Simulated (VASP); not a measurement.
These are PBE GGA, VASP's PBE PAW potentials (set 64) (plane waves; VASP 6.6.1) values and carry that method's errors.

The input files of a VASP run:

KPOINTS:
```
Automatic mesh
0
Gamma
7 7 2
0 0 0
```

**POSCAR**
```
Tb
1.0
  3.5682760000   0.0000000000   0.0000000000
 -1.7841380000   3.0902170000   0.0000000000
  0.0000000000   0.0000000000  11.4809510000
Tb
4
Cart
  0.0000000000   0.0000000000   0.0000000000
  0.0000000000   0.0000000000   5.7404755000
 -0.0000017841   2.0601456967   2.8702377500
  1.7841397841   1.0300713033   8.6107132500
```

### INCAR
```
SYSTEM = Tb
PREC = Accurate
ENCUT = 300
EDIFF = 1E-6
NELM = 100
ALGO = Normal
LREAL = .FALSE.
LASPH = .TRUE.
ISMEAR = -1
SIGMA = 0.1
GGA = PE
LMAXMIX = 6
LWAVE = .FALSE.
LCHARG = .FALSE.
ISIF = 2
ISPIN = 2
MAGMOM = 6.0 6.0 6.0 6.0
LORBIT = 11
```

POTCAR, in this order: Tb (PBE.64 set). Program: vasp_std.

What VASP printed:

OSZICAR:
```
...
DAV:  12    -0.483003456288E+02   -0.21062E+00   -0.10095E+01  4928   0.228E+01    0.780E+01
DAV:  13    -0.483972341489E+02   -0.96889E-01   -0.25999E+00  5444   0.223E+01    0.603E+01
DAV:  14    -0.445667233369E+02    0.38305E+01   -0.24399E+00  5373   0.168E+01    0.496E+01
DAV:  15    -0.422641945938E+02    0.23025E+01   -0.16021E+00  6347   0.123E+01    0.389E+01
DAV:  16    -0.403852136273E+02    0.18790E+01   -0.11738E+00  5928   0.915E+00    0.291E+01
DAV:  17    -0.398425236308E+02    0.54269E+00   -0.57356E-01  6707   0.370E+00    0.288E+01
DAV:  18    -0.400607857620E+02   -0.21826E+00   -0.13323E-01  5970   0.335E+00    0.308E+01
DAV:  19    -0.393595572614E+02    0.70123E+00   -0.22518E-01  5515   0.103E+01    0.269E+01
DAV:  20    -0.376245746525E+02    0.17350E+01   -0.70210E-01  4860   0.182E+01    0.194E+01
DAV:  21    -0.373978016015E+02    0.22677E+00   -0.39315E-01  5719   0.387E+00    0.178E+01
DAV:  22    -0.373786701200E+02    0.19131E-01   -0.56037E-02  6324   0.870E-01    0.182E+01
DAV:  23    -0.372778401653E+02    0.10083E+00   -0.76316E-03  5678   0.614E-01    0.187E+01
DAV:  24    -0.371421261476E+02    0.13571E+00   -0.10218E-02  5341   0.731E-01    0.187E+01
DAV:  25    -0.373851954896E+02   -0.24307E+00   -0.42767E-02  5112   0.176E+00    0.168E+01
DAV:  26    -0.373920312462E+02   -0.68358E-02   -0.24047E-01  5063   0.408E+00    0.203E+01
DAV:  27    -0.379421980799E+02   -0.55017E+00   -0.21777E+00  4611   0.681E+00    0.440E+01
DAV:  28    -0.377888757823E+02    0.15332E+00   -0.20793E-01  5835   0.272E+00    0.400E+01
DAV:  29    -0.376677500902E+02    0.12113E+00   -0.30357E-02  6497   0.854E-01    0.404E+01
DAV:  30    -0.376042808039E+02    0.63469E-01   -0.37568E-03  6221   0.364E-01    0.398E+01
DAV:  31    -0.376067792618E+02   -0.24985E-02   -0.21751E-03  5998   0.479E-01    0.399E+01
DAV:  32    -0.376034107035E+02    0.33686E-02   -0.69032E-04  6063   0.129E-01    0.400E+01
DAV:  33    -0.375859128643E+02    0.17498E-01   -0.45862E-04  5498   0.181E-01    0.397E+01
DAV:  34    -0.375837941321E+02    0.21187E-02   -0.16207E-04  6205   0.758E-02    0.396E+01
DAV:  35    -0.376298475303E+02   -0.46053E-01   -0.19693E-02  5602   0.878E-01    0.402E+01
DAV:  36    -0.376088426540E+02    0.21005E-01   -0.27300E-03  5443   0.432E-01    0.401E+01
DAV:  37    -0.376124437484E+02   -0.36011E-02   -0.93318E-04  5908   0.269E-01    0.402E+01
DAV:  38    -0.376366743409E+02   -0.24231E-01   -0.14895E-02  5674   0.104E+00    0.414E+01
DAV:  39    -0.376643214905E+02   -0.27647E-01   -0.18723E-02  5028   0.160E+00    0.424E+01
DAV:  40    -0.376814316735E+02   -0.17110E-01   -0.51864E-03  5058   0.480E-01    0.427E+01
DAV:  41    -0.376820280041E+02   -0.59633E-03   -0.12722E-03  6561   0.346E-01    0.429E+01
DAV:  42    -0.376865543261E+02   -0.45263E-02   -0.29298E-03  5712   0.440E-01    0.436E+01
DAV:  43    -0.377323142548E+02   -0.45760E-01   -0.39088E-03  5654   0.492E-01    0.444E+01
DAV:  44    -0.377030971882E+02    0.29217E-01   -0.10556E-03  6085   0.271E-01    0.442E+01
DAV:  45    -0.380183119952E+02   -0.31521E+00   -0.61422E-02  5156   0.184E+00    0.500E+01
DAV:  46    -0.378808198178E+02    0.13749E+00   -0.24982E-02  5628   0.158E+00    0.486E+01
DAV:  47    -0.378860408976E+02   -0.52211E-02   -0.61963E-03  5878   0.519E-01    0.488E+01
DAV:  48    -0.378978174544E+02   -0.11777E-01   -0.49399E-02  5471   0.897E-01    0.494E+01
DAV:  49    -0.379211354843E+02   -0.23318E-01   -0.21372E-02  5810   0.507E-01    0.494E+01
DAV:  50    -0.379485135386E+02   -0.27378E-01   -0.87679E-03  5747   0.489E-01    0.495E+01
DAV:  51    -0.372939887865E+02    0.65452E+00   -0.47459E+00  5418   0.142E+01    0.482E+01
DAV:  52    -0.376284522173E+02   -0.33446E+00   -0.19549E-01  5414   0.267E+00    0.471E+01
DAV:  53    -0.375475850912E+02    0.80867E-01   -0.61513E-02  5932   0.133E+00    0.423E+01
DAV:  54    -0.371490683382E+02    0.39852E+00   -0.51013E-01  5208   0.321E+00    0.318E+01
DAV:  55    -0.371794681405E+02   -0.30400E-01   -0.14817E-01  5902   0.244E+00    0.263E+01
DAV:  56    -0.328298322495E+02    0.43496E+01   -0.11903E+01  5665   0.363E+01    0.451E+01
DAV:  57    -0.290488557251E+02    0.37810E+01   -0.35085E+00  5979   0.120E+01    0.638E+01
DAV:  58    -0.287967517815E+02    0.25210E+00   -0.56262E-01  6653   0.270E+00    0.765E+01
DAV:  59    -0.228855464033E+02    0.59112E+01   -0.21553E-01  5503   0.897E+00    0.804E+01
DAV:  60    -0.250613777457E+02   -0.21758E+01   -0.93144E-02  5937   0.386E+00    0.873E+01
DAV:  61    -0.515753899404E+01    0.19904E+02   -0.43995E+00  4940   0.330E+01    0.775E+01
DAV:  62    -0.853684211212E+01   -0.33793E+01   -0.16691E+00  5754   0.982E+00    0.725E+01
DAV:  63    -0.606218820109E+01    0.24747E+01   -0.64789E-01  6493   0.546E+00    0.795E+01
DAV:  64    -0.769829165599E+01   -0.16361E+01   -0.32731E-01  6382   0.466E+00    0.787E+01
DAV:  65    -0.796031905575E+01   -0.26203E+00   -0.57447E-01  5946   0.764E+00    0.717E+01
DAV:  66    -0.348897227969E+02   -0.26929E+02   -0.43309E+00  5328   0.420E+01    0.732E+01
DAV:  67    -0.342134598587E+02    0.67626E+00   -0.21209E+00  5633   0.893E+00    0.716E+01
DAV:  68    -0.334126386907E+02    0.80082E+00   -0.49771E-01  6289   0.662E+00    0.597E+01
DAV:  69    -0.338412103668E+02   -0.42857E+00   -0.11834E+00  5997   0.113E+01    0.915E+01
DAV:  70    -0.316879396397E+02    0.21533E+01   -0.87005E-01  5874   0.137E+01    0.610E+01
DAV:  71    -0.300237198262E+02    0.16642E+01   -0.20554E+00  5653   0.248E+01    0.478E+01
DAV:  72    -0.287184695652E+02    0.13053E+01   -0.10407E+00  6386   0.969E+00    0.404E+01
DAV:  73    -0.260249511005E+02    0.26935E+01   -0.90311E-01  6105   0.772E+00    0.563E+01
DAV:  74    -0.303395483833E+02   -0.43146E+01   -0.19757E-01  6141   0.609E+00    0.592E+01
DAV:  75    -0.289577916695E+02    0.13818E+01   -0.45698E-01  6258   0.679E+00    0.480E+01
DAV:  76    -0.330707516378E+02   -0.41130E+01   -0.30120E-01  5444   0.107E+01    0.525E+01
DAV:  77    -0.320880803569E+02    0.98267E+00   -0.17916E-01  5662   0.714E+00    0.591E+01
DAV:  78    -0.316452760830E+02    0.44280E+00   -0.94961E-02  5967   0.425E+00    0.631E+01
DAV:  79    -0.317786603696E+02   -0.13338E+00   -0.49816E-02  6404   0.129E+00    0.636E+01
DAV:  80    -0.314027491265E+02    0.37591E+00   -0.74621E-03  6193   0.823E-01    0.646E+01
DAV:  81    -0.374300681199E+02   -0.60273E+01   -0.13094E+00  5753   0.154E+01    0.621E+01
DAV:  82    -0.376497071722E+02   -0.21964E+00   -0.35517E-01  6169   0.829E+00    0.569E+01
DAV:  83    -0.377357069024E+02   -0.86000E-01   -0.16981E-01  6052   0.807E+00    0.510E+01
DAV:  84    -0.375123754829E+02    0.22333E+00   -0.22724E-01  6167   0.107E+01    0.413E+01
DAV:  85    -0.377665230722E+02   -0.25415E+00   -0.13189E-01  6729   0.394E+00    0.386E+01
DAV:  86    -0.385931813972E+02   -0.82666E+00   -0.17278E-01  5895   0.574E+00    0.415E+01
DAV:  87    -0.386394510869E+02   -0.46270E-01   -0.72346E-02  6211   0.244E+00    0.396E+01
DAV:  88    -0.385951373082E+02    0.44314E-01   -0.36225E-02  6204   0.305E+00    0.364E+01
DAV:  89    -0.389155969512E+02   -0.32046E+00   -0.50038E-02  6001   0.390E+00    0.372E+01
DAV:  90    -0.389091178009E+02    0.64792E-02   -0.45841E-02  6477   0.914E-01    0.372E+01
DAV:  91    -0.390526335153E+02   -0.14352E+00   -0.52563E-02  5664   0.567E+00    0.380E+01
DAV:  92    -0.399581672930E+02   -0.90553E+00   -0.16836E-01  4659   0.492E+00    0.428E+01
DAV:  93    -0.401495674487E+02   -0.19140E+00   -0.47381E-02  5754   0.170E+00    0.442E+01
DAV:  94    -0.405073565391E+02   -0.35779E+00   -0.35868E-02  5665   0.176E+00    0.459E+01
DAV:  95    -0.407058109571E+02   -0.19845E+00   -0.21327E-02  6200   0.203E+00    0.463E+01
DAV:  96    -0.377400706559E+02    0.29657E+01   -0.14854E+00  5420   0.137E+01    0.311E+01
DAV:  97    -0.375378135421E+02    0.20226E+00   -0.13248E+00  5554   0.948E+00    0.197E+01
DAV:  98    -0.381219057144E+02   -0.58409E+00   -0.41197E-01  5673   0.764E+00    0.215E+01
DAV:  99    -0.380761972056E+02    0.45709E-01   -0.71786E-02  5624   0.203E+00    0.212E+01
DAV: 100    -0.380403774896E+02    0.35820E-01   -0.19112E-02  6150   0.740E-01
   1 F= -.38040377E+02 E0= -.37655811E+02  d E =-.769133E+00  mag=    24.8991
```

OUTCAR:
```
------------------------ aborting loop EDIFF was not reached (unconverged)  ----------------------------
  FORCE on cell =-STRESS in cart. coord.  units (eV):
  Direction    XX          YY          ZZ          XY          YZ          ZX
  --------------------------------------------------------------------------------------
  Total       51.9949756     51.9949533      8.9977036      0.0000000      0.0000000      0.0000000
  in kB      658.0314967    658.0312140    113.8720102      0.0000000      0.0000000      0.0000000
  external PRESSURE =     476.6449069 kB  Pullay stress =       0.0000000 kB
  volume of cell :      126.60
      direct lattice vectors                 reciprocal lattice vectors
     3.568276000  0.000000000  0.000000000     0.280247380  0.161800935  0.000000000
    -1.784138000  3.090217000  0.000000000     0.000000000  0.323601870  0.000000000
     0.000000000  0.000000000 11.480951000     0.000000000  0.000000000  0.087100799
 POSITION                                       TOTAL-FORCE (eV/Angst)
 -----------------------------------------------------------------------------------
      0.00000      0.00000      0.00000         0.000000     -0.000000      0.000000
      0.00000      0.00000      5.74048        -0.000000     -0.000000      0.000000
     -0.00000      2.06015      2.87024        -0.000000      0.000000     -0.000000
      1.78414      1.03007      8.61071         0.000000      0.000000      0.000000
 -----------------------------------------------------------------------------------
    total drift:                               -0.000000     -0.000000      0.000000
  FREE ENERGIE OF THE ION-ELECTRON SYSTEM (eV)
  ---------------------------------------------------
  free  energy   TOTEN  =       -38.0403774896 eV

  energy  without entropy=      -37.2712448399  energy(sigma->0) =      -37.65581116

 total charge

# of ion       s       p       d       f       tot
--------------------------------------------------
    1        2.085   5.570   0.482   9.047  17.184
    2        2.085   5.570   0.482   9.047  17.184
    3        2.084   5.570   0.459   7.581  15.694
    4        2.084   5.570   0.459   7.581  15.694
--------------------------------------------------
tot          8.339  22.280   1.881  33.256  65.757

 magnetization (x)

# of ion       s       p       d       f       tot
--------------------------------------------------
    1        0.004  -0.029   0.172   4.761   4.908
    2        0.004  -0.029   0.172   4.761   4.908
    3        0.002  -0.028   0.141   6.220   6.335
    4        0.002  -0.028   0.141   6.220   6.335
--------------------------------------------------
tot          0.011  -0.115   0.627  21.963  22.486
```
(Selected blocks of OUTCAR.)

stdout:
```
...
DAV:  81    -0.374300681199E+02   -0.60273E+01   -0.13094E+00  5753   0.154E+01    0.621E+01
DAV:  82    -0.376497071722E+02   -0.21964E+00   -0.35517E-01  6169   0.829E+00    0.569E+01
DAV:  83    -0.377357069024E+02   -0.86000E-01   -0.16981E-01  6052   0.807E+00    0.510E+01
DAV:  84    -0.375123754829E+02    0.22333E+00   -0.22724E-01  6167   0.107E+01    0.413E+01
DAV:  85    -0.377665230722E+02   -0.25415E+00   -0.13189E-01  6729   0.394E+00    0.386E+01
DAV:  86    -0.385931813972E+02   -0.82666E+00   -0.17278E-01  5895   0.574E+00    0.415E+01
DAV:  87    -0.386394510869E+02   -0.46270E-01   -0.72346E-02  6211   0.244E+00    0.396E+01
DAV:  88    -0.385951373082E+02    0.44314E-01   -0.36225E-02  6204   0.305E+00    0.364E+01
DAV:  89    -0.389155969512E+02   -0.32046E+00   -0.50038E-02  6001   0.390E+00    0.372E+01
DAV:  90    -0.389091178009E+02    0.64792E-02   -0.45841E-02  6477   0.914E-01    0.372E+01
DAV:  91    -0.390526335153E+02   -0.14352E+00   -0.52563E-02  5664   0.567E+00    0.380E+01
DAV:  92    -0.399581672930E+02   -0.90553E+00   -0.16836E-01  4659   0.492E+00    0.428E+01
DAV:  93    -0.401495674487E+02   -0.19140E+00   -0.47381E-02  5754   0.170E+00    0.442E+01
DAV:  94    -0.405073565391E+02   -0.35779E+00   -0.35868E-02  5665   0.176E+00    0.459E+01
DAV:  95    -0.407058109571E+02   -0.19845E+00   -0.21327E-02  6200   0.203E+00    0.463E+01
DAV:  96    -0.377400706559E+02    0.29657E+01   -0.14854E+00  5420   0.137E+01    0.311E+01
DAV:  97    -0.375378135421E+02    0.20226E+00   -0.13248E+00  5554   0.948E+00    0.197E+01
DAV:  98    -0.381219057144E+02   -0.58409E+00   -0.41197E-01  5673   0.764E+00    0.215E+01
DAV:  99    -0.380761972056E+02    0.45709E-01   -0.71786E-02  5624   0.203E+00    0.212E+01
DAV: 100    -0.380403774896E+02    0.35820E-01   -0.19112E-02  6150   0.740E-01

 -----------------------------------------------------------------------------
|                                                                             |
|           W    W    AA    RRRRR   N    N  II  N    N   GGGG   !!!           |
|           W    W   A  A   R    R  NN   N  II  NN   N  G    G  !!!           |
|           W    W  A    A  R    R  N N  N  II  N N  N  G       !!!           |
|           W WW W  AAAAAA  RRRRR   N  N N  II  N  N N  G  GGG   !            |
|           WW  WW  A    A  R   R   N   NN  II  N   NN  G    G                |
|           W    W  A    A  R    R  N    N  II  N    N   GGGG   !!!           |
|                                                                             |
|     The electronic self-consistency was not achieved in the given           |
|     number of steps (NELM). The forces and other quantities evaluated       |
|     might not be reliable so examine the results carefully. If you find     |
|     spurious results, we suggest increasing NELM, if you were close to      |
|     convergence or switching to a different ALGO or adjusting the           |
|     density mixing parameters otherwise.                                    |
|                                                                             |
 -----------------------------------------------------------------------------

   1 F= -.38040377E+02 E0= -.37655811E+02  d E =-.769133E+00  mag=    24.8991
```

The run did not converge; its last values are not results.

At this cut-off the stress carries a Pulay error, which pulls relaxed volumes low.

The structure was generated: Tb was put into an ordered model structure, which need not be its known phase. The cell was not relaxed at this level, and its volume differs by -5.9 % from the start's.
